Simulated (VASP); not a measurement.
```
CELL_PARAMETERS angstrom
     -1.65121     1.65121     1.65121
      1.65121    -1.65121     1.65121
      1.65121     1.65121    -1.65121
ATOMIC_POSITIONS crystal
  Nb 0.00000 0.00000 0.00000
```

Method: PBEsol GGA, VASP's PBE PAW potentials (set 64) (plane waves; VASP). Settings: 520 eV cut-off, 16×16×16 Γ-centred mesh, first-order Methfessel-Paxton smearing of 0.10 eV, potentials Nb_sv.

### Question
The job: Nb (bcc), 1 atom, PBEsol, static run, 520 eV, 16×16×16 Γ-centred mesh. Roughly how much core time does it take on a busy server core?

### Answer
About 50 core-seconds (one run on a shared machine, a rough figure). It had 145 irreducible k-points, 10 bands, up to 496 plane waves and 12 electronic steps.

The compound is Nb in the bcc structure. This cell is one point of a volume scan, at 1.03 of the reference volume.
